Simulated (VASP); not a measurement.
# YB6 under strain, part 2 of 4

How does the pressure of YB6 answer to a change of volume? The bands are shown for each cell. All runs use LDA. Left out of this account: 1 further run (fields: a reference on another mesh). The start is a computed cell from the Materials Project.

VASP 6.6.1; LDA; plane waves and PAW (Y_sv, B).

Still holding for the runs below: This run has no spin polarisation. Its electron count is odd, so without a moment it is a metal by construction.

So far, pressure (GPa): step 2 (bands, cell as listed) -6.07.

### Step 3. Bands, volume times 1.04

The cell is expanded evenly, with fractional positions held.

File INCAR:

```
SYSTEM = YB6
PREC = Accurate
ENCUT = 420
EDIFF = 1E-06
NELM = 100
ISMEAR = -1
SIGMA = 0.05
LREAL = .FALSE.
ALGO = Normal
GGA = CA
NBANDS = 32
LASPH = .TRUE.
LORBIT = 11
LWAVE = .FALSE.
LCHARG = .FALSE.
KPAR = 8
```

File POSCAR:

```
YB6
1.0
    4.1435869897      0.0000000000      0.0000000000
    0.0000000000      4.1435869897      0.0000000000
    0.0000000000      0.0000000000      4.1435869897
Y B
1 6
Direct
    0.0000000000      0.0000000000      0.0000000000
    0.8011341200      0.5000000000      0.5000000000
    0.1988658800      0.5000000000      0.5000000000
    0.5000000000      0.5000000000      0.8011341200
    0.5000000000      0.5000000000      0.1988658800
    0.5000000000      0.1988658800      0.5000000000
    0.5000000000      0.8011341200      0.5000000000
```

File KPOINTS:

```
Automatic mesh
0
Gamma
7 7 7
0 0 0
```

File KPOINTS_OPT:

```
Line mode
12
Line-mode
Reciprocal
  0.00000000   0.00000000   0.00000000 GAMMA
  0.00000000   0.50000000   0.00000000 X

  0.00000000   0.50000000   0.00000000 X
  0.50000000   0.50000000   0.00000000 M

  0.50000000   0.50000000   0.00000000 M
  0.00000000   0.00000000   0.00000000 GAMMA

  0.00000000   0.00000000   0.00000000 GAMMA
  0.50000000   0.50000000   0.50000000 R

  0.50000000   0.50000000   0.50000000 R
  0.00000000   0.50000000   0.00000000 X

  0.50000000   0.50000000   0.00000000 M
  0.50000000   0.50000000   0.50000000 R
```

Potentials, in the order of the species: Y_sv and B (LDA family, release 64).

Started as:

```console
> mpirun -np 8 vasp_std
```

What it wrote:

```text
[banner, memory and clock lines left out]
running    8 mpi-ranks, on    1 nodes
 distrk:  each k-point on    1 cores,    8 groups
 distr:  one band on    1 cores,    1 groups

 POSCAR found type information on POSCAR Y B
 POSCAR found :  2 types and       7 ions
 [... a notice as in an earlier step ...]

 LDA part: xc-table for (Slater(with rela. corr.)+CA(PZ))
 , standard interpolation
 POSCAR, INCAR and KPOINTS ok, starting setup
 FFT: planning ... GRIDC
 FFT: planning ... GRID_SOFT
 FFT: planning ... GRID
 WAVECAR not read
 entering main loop
       N       E                     dE             d eps       ncg     rms          rms(c)
DAV:   1     0.517339695102E+02    0.51734E+02   -0.11362E+04  1280   0.710E+02
DAV:   2    -0.591339314145E+02   -0.11087E+03   -0.10591E+03  1584   0.185E+02
DAV:   3    -0.632862826333E+02   -0.41524E+01   -0.41131E+01  1872   0.275E+01
DAV:   4    -0.633530862072E+02   -0.66804E-01   -0.66759E-01  1520   0.300E+00
DAV:   5    -0.633542627831E+02   -0.11766E-02   -0.11765E-02  1672   0.382E-01    0.140E+01
DAV:   6    -0.553599996493E+02    0.79943E+01   -0.46977E+00  1544   0.128E+01    0.125E+01
DAV:   7    -0.544407861944E+02    0.91921E+00   -0.26668E+00  1728   0.730E+00    0.112E+01
DAV:   8    -0.548881776619E+02   -0.44739E+00   -0.14982E+00  1408   0.592E+00    0.437E+00
DAV:   9    -0.544080861248E+02    0.48009E+00   -0.61275E-01  1392   0.411E+00    0.449E-01
DAV:  10    -0.544113372224E+02   -0.32511E-02   -0.62765E-02  1568   0.101E+00    0.133E+00
DAV:  11    -0.544099036145E+02    0.14336E-02   -0.11802E-03  1528   0.169E-01    0.772E-01
DAV:  12    -0.544089352221E+02    0.96839E-03   -0.18976E-03  1504   0.215E-01    0.109E-01
DAV:  13    -0.544089340791E+02    0.11430E-05   -0.23017E-04  1648   0.627E-02    0.303E-02
DAV:  14    -0.544089340279E+02    0.51209E-07   -0.31041E-06  1664   0.881E-03
   1 F= -.54408934E+02 E0= -.54401529E+02  d E =-.148104E-01
 Start KPOINTS_OPT (optional k-point list driver)
k-point batch [1-20\72]
       N       E                     dE             ncg
DAV:   1    -0.167136369715E+04   -0.10527E+05     1280
DAV:   2    -0.375052391424E+04   -0.20792E+04     1592
DAV:   3    -0.383114427979E+04   -0.80620E+02     1784
DAV:   4    -0.383256157948E+04   -0.14173E+01     1608
DAV:   5    -0.383258189356E+04   -0.20314E-01     1592
DAV:   6    -0.383258217949E+04   -0.28593E-03     1608
DAV:   7    -0.383258218414E+04   -0.46578E-05     1584
DAV:   8    -0.383258218422E+04   -0.77352E-07     1176
[...]
k-point batch [61-72\72]
       N       E                     dE             ncg
DAV:   1     0.463288018982E+04   -0.11696E+05      768
DAV:   2     0.329313638267E+04   -0.13397E+04     1000
DAV:   3     0.324122792063E+04   -0.51908E+02     1024
DAV:   4     0.324037167451E+04   -0.85625E+00      904
DAV:   5     0.324036043838E+04   -0.11236E-01      960
DAV:   6     0.324036023207E+04   -0.20632E-03      920
DAV:   7     0.324036022853E+04   -0.35393E-05      952
DAV:   8     0.324036022844E+04   -0.85422E-07      544
```

Wall time 8.8 s (8 MPI ranks of Intel Xeon 6975P-C (Granite Rapids), shared host); peak memory 1.4 GiB; 53 s of CPU time.

Parts of OUTCAR (step 3):

```text
  LATTYP: Found a simple cubic cell.
 ALAT       =     4.1435869897

The static configuration has the point symmetry O_h .

 Found     20 irreducible k-points:

   ENCUT  =  420.0 eV  30.87 Ry    5.56 a.u.   6.92  6.92  6.92*2*pi/ulx,y,z

   NELECT =      29.0000    total number of electrons

 E-fermi :   6.2811

 k-point     1 :       0.0000    0.0000    0.0000
  band No.  band energies     occupation
    ...
     10      -0.6492      2.00000
     11      -0.6492      2.00000
     12       4.3107      2.00000
     13       4.3107      2.00000
     14       4.3107      2.00000
     15       7.1533      0.00000
     16       7.1533      0.00000
     17       7.3386      0.00000
     18       7.3386      0.00000
     19       7.3386      0.00000
    ...

 k-point     2 :       0.1429    0.0000    0.0000
  band No.  band energies     occupation
    ...
     11       0.3323      2.00000
     12       3.8002      2.00000
     13       3.8002      2.00000
     14       4.4050      2.00000
     15       5.7513      1.99995
     16       7.3311      0.00000
     17       7.9380      0.00000
     18       7.9380      0.00000
     19       8.7970      0.00000
     20       8.8138      0.00000
    ...

  Total       -5.3906719     -5.3906719     -5.3906719      0.0000000     -0.0000000      0.0000000
  in kB     -121.4015128   -121.4015128   -121.4015128      0.0000000     -0.0000000      0.0000000
  external PRESSURE =    -121.4015128 kB  Pullay stress =       0.0000000 kB

  energy-cutoff  :      420.00
  volume of cell :       71.14
      direct lattice vectors                 reciprocal lattice vectors
     4.143586990  0.000000000  0.000000000     0.241336794  0.000000000  0.000000000
     0.000000000  4.143586990  0.000000000     0.000000000  0.241336794  0.000000000
     0.000000000  0.000000000  4.143586990     0.000000000  0.000000000  0.241336794

 POSITION                                       TOTAL-FORCE (eV/Angst)
 -----------------------------------------------------------------------------------
      0.00000      0.00000      0.00000         0.000000      0.000000      0.000000
      3.31957      2.07179      2.07179        -0.303380      0.000000      0.000000
      0.82402      2.07179      2.07179         0.303380     -0.000000     -0.000000
      2.07179      2.07179      3.31957        -0.000000     -0.000000     -0.303380
      2.07179      2.07179      0.82402         0.000000      0.000000      0.303380
      2.07179      0.82402      2.07179         0.000000      0.303380     -0.000000
      2.07179      3.31957      2.07179         0.000000     -0.303380      0.000000
 -----------------------------------------------------------------------------------
    total drift:                                0.000000      0.000000      0.000000

  FREE ENERGIE OF THE ION-ELECTRON SYSTEM (eV)
  ---------------------------------------------------
  free  energy   TOTEN  =       -54.4089340279 eV

  energy  without entropy=      -54.3941236512  energy(sigma->0) =      -54.40152884

 total charge
# of ion       s       p       d       f       tot
--------------------------------------------------
    1        2.102   6.163   0.885   0.049   9.199
    2        0.687   1.367   0.000   0.000   2.054
    3        0.687   1.367   0.000   0.000   2.054
    4        0.687   1.367   0.000   0.000   2.054
    5        0.687   1.367   0.000   0.000   2.054
    6        0.687   1.367   0.000   0.000   2.054
    7        0.687   1.367   0.000   0.000   2.054
--------------------------------------------------
tot          6.227  14.365   0.885   0.049  21.526

[... 4 parts as in an earlier step ...]

[... 6 further parts left out ...]
```

Numbers from this step:

| Quantity | Value |
| --- | --- |
| free energy (TOTEN) | -54.4089 eV |
| energy at zero smearing | -54.4015 eV |
| Fermi energy | 6.281 eV |
| pressure | -12.14 GPa |

The electronic bands at the labelled points (eV, zero at the Fermi level; # counts the bands kept, so #1 is VASP's band 6):

```csv
point,#6,#7,#8,#9,#10,#11,#12,#13
Γ,-6.93,-1.97,-1.97,-1.97,0.87,0.87,1.06,1.06
0.55 of the way,-4.64,-3.21,-3.21,-1.66,-1.64,1.45,1.52,1.52
X,-3.83,-3.83,-3.35,-2.55,-1.33,1.05,1.05,1.35
0.45 of the way,-4.75,-4.14,-3.19,-2.94,-1.11,1.15,2.19,2.24
M,-4.49,-4.49,-3.00,-3.00,1.46,1.46,1.69,2.11
0.45 of the way,-4.61,-4.27,-3.76,-2.77,-0.07,0.09,1.82,1.89
Γ,-6.93,-1.97,-1.97,-1.97,0.87,0.87,1.06,1.06
0.45 of the way,-4.63,-4.29,-4.29,-3.44,0.87,0.87,2.00,2.23
R,-5.78,-2.56,-2.56,-2.56,2.31,2.58,2.58,2.86
0.55 of the way,-5.14,-4.31,-3.61,-2.91,0.14,1.66,1.92,2.31
X,-3.83,-3.83,-3.35,-2.55,-1.33,1.05,1.05,1.35
jump to M,-4.49,-4.49,-3.00,-3.00,1.46,1.46,1.69,2.11
0.55 of the way,-5.34,-3.98,-2.66,-2.66,2.14,2.36,2.46,2.46
R,-5.78,-2.56,-2.56,-2.56,2.31,2.58,2.58,2.86
```

Of the projections kept (Y, B), the largest for each band there; the rest of the weight can lie on other orbitals:

```csv
point,#6,#7,#8,#9,#10,#11,#12,#13
Γ,B 0.91,B 0.78,B 0.78,B 0.78,Y 0.80,Y 0.80,B 0.93,B 0.93
X,B 0.89,B 0.89,B 0.96,Y 0.67,B 0.98,Y 0.65,Y 0.65,Y 1.00
M,B 0.77,B 0.77,B 0.99,B 0.99,B 0.67,B 0.67,Y 0.93,Y 0.93
Γ,B 0.91,B 0.78,B 0.78,B 0.78,Y 0.80,Y 0.80,B 0.93,B 0.93
R,B 0.80,B 1.00,B 1.00,B 1.00,Y 1.00,Y 1.00,Y 1.00,Y 0.88
X,B 0.89,B 0.89,B 0.96,Y 0.67,B 0.98,Y 0.65,Y 0.65,Y 1.00
```

Force by atom:

```csv
atom,x (eV/Å),y (eV/Å),z (eV/Å),size
Y1,0.000,0.000,0.000,0.000
B2,-0.303,0.000,0.000,0.303
B3,0.303,0.000,0.000,0.303
B4,0.000,0.000,-0.303,0.303
B5,0.000,0.000,0.303,0.303
B6,0.000,0.303,0.000,0.303
B7,0.000,-0.303,0.000,0.303
```

 The pressure is -12.14 GPa.

For the pressure, step 2 gave -6.07 GPa; this run, with cell volume +4.0 %, gives -12.1 GPa.

### Step 4. Bands, volume times 1.08

The cell is expanded evenly, with fractional positions held.

INCAR is that of step 3.

Edit POSCAR of step 3 so:

```diff
@@ -2,5 +2,5 @@
 1.0
-    4.1435869897      0.0000000000      0.0000000000
-    0.0000000000      4.1435869897      0.0000000000
-    0.0000000000      0.0000000000      4.1435869897
+    4.1960430266      0.0000000000      0.0000000000
+    0.0000000000      4.1960430266      0.0000000000
+    0.0000000000      0.0000000000      4.1960430266
 Y B
```

KPOINTS is that of step 3.

KPOINTS_OPT is that of step 3.

Started as:

```console
> mpirun -np 8 vasp_std
```

What it wrote:

```text
[... set-up lines as in an earlier step ...]
 entering main loop
       N       E                     dE             d eps       ncg     rms          rms(c)
DAV:   1     0.549189956057E+02    0.54919E+02   -0.11332E+04  1280   0.706E+02
DAV:   2    -0.583696008281E+02   -0.11329E+03   -0.10756E+03  1600   0.182E+02
DAV:   3    -0.626500226662E+02   -0.42804E+01   -0.42388E+01  1856   0.274E+01
DAV:   4    -0.627090141213E+02   -0.58991E-01   -0.58951E-01  1600   0.291E+00
DAV:   5    -0.627100870007E+02   -0.10729E-02   -0.10728E-02  1696   0.355E-01    0.133E+01
DAV:   6    -0.550733628181E+02    0.76367E+01   -0.44787E+00  1536   0.115E+01    0.118E+01
DAV:   7    -0.541898436280E+02    0.88352E+00   -0.25107E+00  1720   0.701E+00    0.106E+01
DAV:   8    -0.546304118595E+02   -0.44057E+00   -0.14639E+00  1432   0.578E+00    0.412E+00
DAV:   9    -0.541566810317E+02    0.47373E+00   -0.58296E-01  1424   0.396E+00    0.444E-01
DAV:  10    -0.541603825754E+02   -0.37015E-02   -0.62681E-02  1592   0.992E-01    0.128E+00
DAV:  11    -0.541588294137E+02    0.15532E-02   -0.13563E-03  1496   0.179E-01    0.719E-01
DAV:  12    -0.541579335854E+02    0.89583E-03   -0.17522E-03  1560   0.204E-01    0.103E-01
DAV:  13    -0.541579338769E+02   -0.29156E-06   -0.20994E-04  1648   0.588E-02    0.275E-02
DAV:  14    -0.541579338533E+02    0.23629E-07   -0.32875E-06  1616   0.897E-03
   1 F= -.54157934E+02 E0= -.54150653E+02  d E =-.145619E-01
 Start KPOINTS_OPT (optional k-point list driver)
k-point batch [1-20\72]
       N       E                     dE             ncg
DAV:   1    -0.183263970132E+04   -0.10005E+05     1280
DAV:   2    -0.387629905880E+04   -0.20437E+04     1600
DAV:   3    -0.395712475955E+04   -0.80826E+02     1888
DAV:   4    -0.395828617274E+04   -0.11614E+01     1560
DAV:   5    -0.395830313715E+04   -0.16964E-01     1624
DAV:   6    -0.395830341605E+04   -0.27890E-03     1624
DAV:   7    -0.395830342115E+04   -0.51023E-05     1616
DAV:   8    -0.395830342124E+04   -0.88869E-07     1176
[...]
k-point batch [61-72\72]
       N       E                     dE             ncg
DAV:   1     0.452602461687E+04   -0.11586E+05      768
DAV:   2     0.319752631577E+04   -0.13285E+04     1000
DAV:   3     0.314622455088E+04   -0.51302E+02     1064
DAV:   4     0.314542516825E+04   -0.79938E+00      880
DAV:   5     0.314541491347E+04   -0.10255E-01      960
DAV:   6     0.314541470054E+04   -0.21293E-03      872
DAV:   7     0.314541469246E+04   -0.80780E-05      960
DAV:   8     0.314541469235E+04   -0.11189E-06      624
```

Wall time 9.2 s (8 MPI ranks); peak memory 1.5 GiB.

OUTCAR, selected parts (step 4):

```text
  LATTYP: Found a simple cubic cell.
 ALAT       =     4.1960430266

The static configuration has the point symmetry O_h .

 Found     20 irreducible k-points:

   ENCUT  =  420.0 eV  30.87 Ry    5.56 a.u.   7.01  7.01  7.01*2*pi/ulx,y,z

   NELECT =      29.0000    total number of electrons

 E-fermi :   5.9974

 k-point     1 :       0.0000    0.0000    0.0000
  band No.  band energies     occupation
    ...
     10      -0.8471      2.00000
     11      -0.8471      2.00000
     12       4.0841      2.00000
     13       4.0841      2.00000
     14       4.0841      2.00000
     15       6.8096      0.00000
     16       6.8096      0.00000
     17       7.0501      0.00000
     18       7.0501      0.00000
     19       7.0501      0.00000
    ...

 k-point     2 :       0.1429    0.0000    0.0000
  band No.  band energies     occupation
    ...
     11       0.1364      2.00000
     12       3.5882      2.00000
     13       3.5882      2.00000
     14       4.1751      2.00000
     15       5.4882      1.99992
     16       6.9801      0.00000
     17       7.6180      0.00000
     18       7.6180      0.00000
     19       8.3889      0.00000
     20       8.4047      0.00000
    ...

  Total       -7.9241358     -7.9241358     -7.9241358     -0.0000000     -0.0000000      0.0000000
  in kB     -171.8472930   -171.8472930   -171.8472930     -0.0000000     -0.0000000      0.0000000
  external PRESSURE =    -171.8472930 kB  Pullay stress =       0.0000000 kB

  energy-cutoff  :      420.00
  volume of cell :       73.88
      direct lattice vectors                 reciprocal lattice vectors
     4.196043027  0.000000000  0.000000000     0.238319768  0.000000000  0.000000000
     0.000000000  4.196043027  0.000000000     0.000000000  0.238319768  0.000000000
     0.000000000  0.000000000  4.196043027     0.000000000  0.000000000  0.238319768

 POSITION                                       TOTAL-FORCE (eV/Angst)
 -----------------------------------------------------------------------------------
      0.00000      0.00000      0.00000         0.000000      0.000000     -0.000000
      3.36159      2.09802      2.09802        -0.420877      0.000000     -0.000000
      0.83445      2.09802      2.09802         0.420877     -0.000000     -0.000000
      2.09802      2.09802      3.36159         0.000000      0.000000     -0.420877
      2.09802      2.09802      0.83445        -0.000000     -0.000000      0.420877
      2.09802      0.83445      2.09802        -0.000000      0.420877     -0.000000
      2.09802      3.36159      2.09802         0.000000     -0.420877     -0.000000
 -----------------------------------------------------------------------------------
    total drift:                               -0.000000      0.000000      0.000000

  FREE ENERGIE OF THE ION-ELECTRON SYSTEM (eV)
  ---------------------------------------------------
  free  energy   TOTEN  =       -54.1579338533 eV

  energy  without entropy=      -54.1433719346  energy(sigma->0) =      -54.15065289

 total charge
# of ion       s       p       d       f       tot
--------------------------------------------------
    1        2.100   6.144   0.859   0.044   9.147
    2        0.678   1.328   0.000   0.000   2.006
    3        0.678   1.328   0.000   0.000   2.006
    4        0.678   1.328   0.000   0.000   2.006
    5        0.678   1.328   0.000   0.000   2.006
    6        0.678   1.328   0.000   0.000   2.006
    7        0.678   1.328   0.000   0.000   2.006
--------------------------------------------------
tot          6.169  14.112   0.859   0.044  21.184

[... 4 parts as in an earlier step ...]

[... 6 further parts left out ...]
```

Numbers from this step:

| Property | Result |
| --- | --- |
| free energy (TOTEN) | -54.1579 eV |
| energy at zero smearing | -54.1507 eV |
| Fermi energy | 5.997 eV |
| pressure | -17.18 GPa |

The electronic bands at the labelled points (eV, zero at the Fermi level; # counts the bands kept, so #1 is VASP's band 6):

```csv
point,#6,#7,#8,#9,#10,#11,#12,#13
Γ,-6.84,-1.91,-1.91,-1.91,0.81,0.81,1.05,1.05
0.45 of the way,-5.01,-2.88,-2.88,-1.69,-1.24,1.22,1.59,1.59
X,-3.73,-3.73,-3.29,-2.44,-1.30,0.98,0.98,1.28
0.55 of the way,-4.25,-4.11,-3.25,-3.08,-0.67,1.14,2.07,2.37
M,-4.35,-4.35,-2.95,-2.95,1.41,1.41,1.60,2.00
0.45 of the way,-4.51,-4.21,-3.65,-2.71,-0.08,0.09,1.73,1.77
Γ,-6.84,-1.91,-1.91,-1.91,0.81,0.81,1.05,1.05
0.45 of the way,-4.57,-4.18,-4.18,-3.38,0.83,0.83,1.90,2.19
R,-5.64,-2.52,-2.52,-2.52,2.13,2.45,2.45,2.68
0.45 of the way,-5.08,-3.80,-3.71,-2.76,0.83,1.80,1.93,2.20
X,-3.73,-3.73,-3.29,-2.44,-1.30,0.98,0.98,1.28
jump to M,-4.35,-4.35,-2.95,-2.95,1.41,1.41,1.60,2.00
0.55 of the way,-5.20,-3.92,-2.62,-2.62,2.02,2.23,2.32,2.32
R,-5.64,-2.52,-2.52,-2.52,2.13,2.45,2.45,2.68
```

Of the projections kept (Y, B), the largest for each band there; the rest of the weight can lie on other orbitals:

```csv
point,#6,#7,#8,#9,#10,#11,#12,#13
Γ,B 0.92,B 0.78,B 0.78,B 0.78,Y 0.81,Y 0.81,B 0.93,B 0.93
X,B 0.90,B 0.90,B 0.96,Y 0.67,B 0.98,Y 0.66,Y 0.66,Y 1.00
M,B 0.77,B 0.77,B 0.99,B 0.99,B 0.67,B 0.67,Y 0.94,Y 0.93
Γ,B 0.92,B 0.78,B 0.78,B 0.78,Y 0.81,Y 0.81,B 0.93,B 0.93
R,B 0.81,B 1.00,B 1.00,B 1.00,Y 1.00,Y 1.00,Y 1.00,Y 0.88
X,B 0.90,B 0.90,B 0.96,Y 0.67,B 0.98,Y 0.66,Y 0.66,Y 1.00
```

Force by atom:

```csv
atom,x (eV/Å),y (eV/Å),z (eV/Å),size
Y1,0.000,0.000,0.000,0.000
B2,-0.421,0.000,0.000,0.421
B3,0.421,0.000,0.000,0.421
B4,0.000,0.000,-0.421,0.421
B5,0.000,0.000,0.421,0.421
B6,0.000,0.421,0.000,0.421
B7,0.000,-0.421,0.000,0.421
```

 The pressure is -17.18 GPa.

For the pressure, step 2 gave -6.07 GPa; this run, with cell volume +8.0 %, gives -17.2 GPa.

(Part 2 of 4 ends here.)

[Lines on the potential files, build, host, timing and source positions are cut from VASP's logs without a mark.]

[Logs are printed without paths, hosts, clocks, repeated set-up lines and the standing remarks that a program may print on its own settings, such as how far it seeks lower states.]

[Hosts, paths, dates, database ids (printed as entryN), source tags and the programs' standing remarks are cut or masked in the printed files.]

[A measured line is paired with the nearest computed mode of its activity, which favours agreement.]

[In band tables of VASP the shares of atoms and orbitals are scaled to a sum of 1 inside the atoms' spheres.]
